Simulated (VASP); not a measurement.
Output of a VASP run:

File OSZICAR:
```
       N       E                     dE             d eps       ncg     rms          rms(c)
DAV:   1     0.712797789707E+03    0.71280E+03   -0.31532E+04  3136   0.191E+03
DAV:   2     0.293745840338E+02   -0.68342E+03   -0.65992E+03  3488   0.549E+02
DAV:   3    -0.413355945148E+02   -0.70710E+02   -0.70265E+02  3376   0.185E+02
DAV:   4    -0.431039621105E+02   -0.17684E+01   -0.17603E+01  3688   0.299E+01
DAV:   5    -0.431352581773E+02   -0.31296E-01   -0.31282E-01  3240   0.442E+00    0.205E+01
DAV:   6    -0.392752421668E+02    0.38600E+01   -0.26199E+01  3672   0.372E+01    0.149E+01
DAV:   7    -0.394181345437E+02   -0.14289E+00   -0.18569E+00  3240   0.104E+01    0.101E+01
DAV:   8    -0.392359782154E+02    0.18216E+00   -0.46136E-01  3224   0.619E+00    0.330E+00
DAV:   9    -0.394252029088E+02   -0.18922E+00   -0.10288E-01  3728   0.350E+00    0.871E-01
DAV:  10    -0.394293814408E+02   -0.41785E-02   -0.20319E-02  3208   0.935E-01    0.159E-01
DAV:  11    -0.394297042027E+02   -0.32276E-03   -0.73857E-04  3624   0.241E-01    0.627E-02
DAV:  12    -0.394299158979E+02   -0.21170E-03   -0.11293E-04  3400   0.823E-02    0.464E-02
DAV:  13    -0.394299522708E+02   -0.36373E-04   -0.35968E-05  3360   0.434E-02    0.124E-02
DAV:  14    -0.394299597734E+02   -0.75026E-05   -0.11646E-05  3488   0.261E-02    0.374E-03
DAV:  15    -0.394299600648E+02   -0.29141E-06   -0.64009E-07  2896   0.579E-03    0.193E-03
DAV:  16    -0.394299603585E+02   -0.29365E-06   -0.20684E-07  2704   0.316E-03    0.709E-04
DAV:  17    -0.394299603790E+02   -0.20520E-07   -0.11397E-08  1808   0.922E-04
   1 F= -.40357661E+02 E0= -.40357661E+02  d E =-.403577E+02  mag=     0.0000
       N       E                     dE             d eps       ncg     rms          rms(c)
DAV:   1    -0.394300121381E+02   -0.51780E-04   -0.10484E-02  3072   0.747E-01    0.458E-02
DAV:   2    -0.394300112045E+02    0.93359E-06   -0.22627E-04  3120   0.106E-01    0.271E-02
DAV:   3    -0.394300038176E+02    0.73869E-05   -0.70823E-06  4128   0.242E-02    0.136E-02
DAV:   4    -0.394300024350E+02    0.13827E-05   -0.22495E-06  3624   0.111E-02    0.413E-03
DAV:   5    -0.394300024869E+02   -0.51982E-07   -0.14616E-07  2488   0.302E-03
   2 F= -.40357694E+02 E0= -.40357694E+02  d E =-.336463E-04  mag=     0.0000
```

**OUTCAR**
```
------------------------ aborting loop because EDIFF is reached ----------------------------------------
  Edisp (eV):   -0.92769
  FORCE on cell =-STRESS in cart. coord.  units (eV):
  Direction    XX          YY          ZZ          XY          YZ          ZX
  --------------------------------------------------------------------------------------
  Total       0.03691     0.03691    -0.00399     0.00000     0.00000     0.00000
  in kB       0.74662     0.74662    -0.08065     0.00000     0.00000     0.00000
  external pressure =        0.47 kB  Pullay stress =        0.00 kB
  volume of cell :       79.22
      direct lattice vectors                 reciprocal lattice vectors
     4.885536824  0.000000000  0.000000000     0.204685797 -0.000000000  0.000000000
     0.000000000  4.885536824  0.000000000     0.000000000  0.204685797  0.000000000
     0.000000000  0.000000000  3.318839541     0.000000000  0.000000000  0.301310138
 POSITION                                       TOTAL-FORCE (eV/Angst)
 -----------------------------------------------------------------------------------
      0.00000      4.88554      0.00000         0.000000      0.000000      0.000000
      2.44277      2.44277      1.65942         0.000000      0.000000      0.000000
      1.48172      1.48172      0.00000        -0.005892     -0.005892      0.000000
      3.92449      0.96105      1.65942        -0.005892      0.005892      0.000000
      0.96105      3.92449      1.65942         0.005892     -0.005892      0.000000
      3.40382      3.40382      0.00000         0.005892      0.005892      0.000000
 -----------------------------------------------------------------------------------
    total drift:                                0.000000      0.000000      0.000000
  FREE ENERGIE OF THE ION-ELECTRON SYSTEM (eV)
  ---------------------------------------------------
  free  energy   TOTEN  =       -40.3576942136 eV

  energy  without entropy=      -40.3576942136  energy(sigma->0) =      -40.35769421

 total charge

# of ion       s       p       d       tot
------------------------------------------
    1        0.160   6.142   4.956  11.258
    2        0.160   6.142   4.956  11.258
    3        1.735   4.362   0.000   6.097
    4        1.735   4.362   0.000   6.097
    5        1.735   4.362   0.000   6.097
    6        1.735   4.362   0.000   6.097
--------------------------------------------------
tot          7.261  29.733   9.912  46.906

 magnetization (x)

# of ion       s       p       d       tot
------------------------------------------
    1        0.017   0.016   4.505   4.538
    2       -0.017  -0.016  -4.505  -4.538
    3       -0.002  -0.024   0.000  -0.026
    4        0.002   0.024   0.000   0.026
    5        0.002   0.024   0.000   0.026
    6       -0.002  -0.024   0.000  -0.026
--------------------------------------------------
tot          0.000   0.000   0.000   0.000

 reached required accuracy - stopping structural energy minimisation
```
(Selected blocks of OUTCAR.)

POSCAR:
```
MnF2
1
    4.8848969262     0.0000000000     0.0000000000
    0.0000000000     4.8848969262     0.0000000000
    0.0000000000     0.0000000000     3.3197091013
Mn F
2 4
Direct
  0.0000000000   1.0000000000   0.0000000000
  0.5000000000   0.5000000000   0.5000000000
  0.3033658923   0.3033658923   1.0000000000
  0.8033658923   0.1966341077   0.5000000000
  0.1966341077   0.8033658923   0.5000000000
  0.6966341077   0.6966341077   0.0000000000
```

Question: Write an INCAR and KPOINTS that could have produced this output.

Answer: One answer among several that fit: the input of the run itself, PBE GGA with D4 dispersion, plane waves, VASP's PBE PAW potentials (set 64).

**KPOINTS**
```
Automatic mesh
0
Gamma
5 5 7
0 0 0
```

### INCAR
```
SYSTEM = MnF2
PREC = Accurate
ENCUT = 520
EDIFF = 1E-7
NELM = 100
ALGO = Normal
LREAL = .FALSE.
LASPH = .TRUE.
ISMEAR = 0
SIGMA = 0.05
GGA = PE
IVDW = 13
LMAXMIX = 4
ISPIN = 2
MAGMOM = 4.5 -4.5 -0.0 0.0 0.0 -0.0
LORBIT = 10
LWAVE = .FALSE.
LCHARG = .FALSE.
ISIF = 4
IBRION = 2
NSW = 30
EDIFFG = -0.01
```

POTCAR, in this order: Mn_pv F (PBE.64 set). Program: vasp_std.

The compound is MnF2 in the rutile structure. This run relaxes it. Symmetry was kept, so distortions that lower it aren't found.
